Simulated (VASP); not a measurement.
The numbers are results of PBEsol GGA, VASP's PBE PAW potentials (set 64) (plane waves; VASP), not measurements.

The input files of a VASP run:

**INCAR**
```
LVHAR  =  .TRUE.
LREAL  =  .FALSE.   # projection in real space or not
EDIFF  =  1E-6   # SCF stop (eV)
IDIPOL  =  3
LWAVE  =  .FALSE.
NELM  =  100   # most electronic steps
LASPH  =  .TRUE.   # aspherical one-centre terms
NELMIN  =  4
LDIPOL  =  .TRUE.
ISMEAR  =  1   # Methfessel-Paxton
PREC  =  Normal
LMAXMIX  =  4   # l cut-off of mixed one-centre charges
LCHARG  =  .FALSE.
SYSTEM  =  V(211) slab
LORBIT  =  11   # lm-projected
DIPOL  =  0.5 0.5 0.5
GGA  =  PS
ALGO  =  Normal
SIGMA  =  0.1
ENCUT  =  400   # plane-wave cut-off (eV)
```

POSCAR:
```
V(211) slab
1
    2.5618735005     0.0000000000     0.0000000000
    0.0000000000     4.1835217738     0.0000000000
    0.0000000000     0.0000000000    24.3059683516
V
8
Direct
  0.2657626954   0.7500000000   0.3346087536
  0.6533016824   0.2500000000   0.3769296144
  0.9777911389   0.7500000000   0.4252252946
  0.3165967182   0.2500000000   0.4771368301
  0.6834032818   0.7500000000   0.5228631699
  0.0222088611   0.2500000000   0.5747747054
  0.3466983176   0.7500000000   0.6230703856
  0.7342373046   0.2500000000   0.6653912464
```

### KPOINTS
```
Automatic mesh
0
Gamma
11 7 1
```

POTCAR, in this order: V_sv (PBE.64 set). Program: vasp_std. Read from the step before: WAVECAR.

The run wrote:

File OSZICAR:
```
       N       E                     dE             d eps       ncg     rms          rms(c)
DAV:   1    -0.731015301189E+02   -0.73102E+02   -0.32300E-03  3880   0.333E-01    0.268E-01
DAV:   2    -0.731322277798E+02   -0.30698E-01   -0.19588E-01  3880   0.259E+00    0.197E+00
DAV:   3    -0.731011444953E+02    0.31083E-01   -0.15893E-01  3904   0.213E+00    0.290E-01
DAV:   4    -0.731008717297E+02    0.27277E-03   -0.63825E-03  3912   0.504E-01    0.285E-02
DAV:   5    -0.731009071047E+02   -0.35375E-04   -0.24851E-04  3800   0.977E-02    0.284E-02
DAV:   6    -0.731009034567E+02    0.36480E-05   -0.52672E-05  3920   0.564E-02    0.109E-02
DAV:   7    -0.731009037070E+02   -0.25022E-06   -0.21924E-06  2360   0.124E-02
   1 F= -.73100904E+02 E0= -.73100841E+02  d E =-.186747E-03
```

### OUTCAR
```
------------------------ aborting loop because EDIFF is reached ----------------------------------------
  FORCE on cell =-STRESS in cart. coord.  units (eV):
  Direction    XX          YY          ZZ          XY          YZ          ZX
  --------------------------------------------------------------------------------------
  Total       -1.8663359     -3.1876678     -0.5928315      0.0000000      0.0000000      0.1148792
  in kB      -11.4785690    -19.6051874     -3.6461056      0.0000000      0.0000000      0.7065441
  external PRESSURE =     -11.5766207 kB  Pullay stress =       0.0000000 kB
  volume of cell :      260.50
      direct lattice vectors                 reciprocal lattice vectors
     2.561873500  0.000000000  0.000000000     0.390339336  0.000000000  0.000000000
     0.000000000  4.183521774  0.000000000     0.000000000  0.239033057  0.000000000
     0.000000000  0.000000000 24.305968352     0.000000000  0.000000000  0.041142158
 POSITION                                       TOTAL-FORCE (eV/Angst)
 -----------------------------------------------------------------------------------
      0.68085      3.13764      8.13299        -0.007937      0.000000     -0.027803
      1.67368      1.04588      9.16164        -0.006906      0.000000     -0.023727
      2.50498      3.13764     10.33551        -0.003013      0.000000      0.006251
      0.81108      1.04588     11.59727         0.001788      0.000000     -0.008412
      1.75079      3.13764     12.70870        -0.001788     -0.000000      0.008412
      0.05690      1.04588     13.97046         0.003013      0.000000     -0.006251
      0.88820      3.13764     15.14433         0.006906      0.000000      0.023727
      1.88102      1.04588     16.17298         0.007937      0.000000      0.027803
 -----------------------------------------------------------------------------------
    total drift:                                0.000000      0.000000      0.000000
  FREE ENERGIE OF THE ION-ELECTRON SYSTEM (eV)
  ---------------------------------------------------
  free  energy   TOTEN  =       -73.1009037070 eV

  energy  without entropy=      -73.1007169602  energy(sigma->0) =      -73.10084146

 total charge

# of ion       s       p       d       tot
------------------------------------------
    1        2.366   6.120   3.199  11.685
    2        2.354   6.215   3.133  11.702
    3        2.363   6.254   3.200  11.817
    4        2.359   6.246   3.132  11.737
    5        2.359   6.246   3.132  11.737
    6        2.363   6.254   3.200  11.817
    7        2.354   6.215   3.133  11.702
    8        2.366   6.120   3.199  11.685
--------------------------------------------------
tot         18.883  49.668  25.329  93.880
```
(Selected blocks of OUTCAR.)

The cell is a thin slab with vacuum, built from V (bcc): (211) face. The run is not spin-polarised, so no magnetic state was tried.
